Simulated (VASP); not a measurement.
Energy against volume of ZnO (wurtzite). Level of theory: optB86b-vdW, VASP's PBE PAW potentials (set 64) (plane waves; VASP). Run with 520 eV cut-off, 8×8×4 Γ-centred mesh, Gaussian smearing of 0.050 eV, potentials Zn O.

Shape and ions are relaxed at each volume.

```
V (Å³/atom)  E (eV/atom)
-----------  -----------
11.739          -2.20133
12.102          -2.20646
12.465          -2.20217
12.828          -2.18992
```

Question: Fit these four points and predict the energy of the run at 11.376 Å³/atom.

Answer: A cubic in V^(−2/3), the third-order Birch-Murnaghan form, passes through the four points with V0 = 12.11 Å³/atom and B0 = 138 GPa, and gives -2.1850 eV/atom there. The run gave -2.1851 eV/atom, -0.1 meV/atom from the fit; all five points give B0 = 138 GPa.

The compound is ZnO in the wurtzite structure. It was relaxed first.
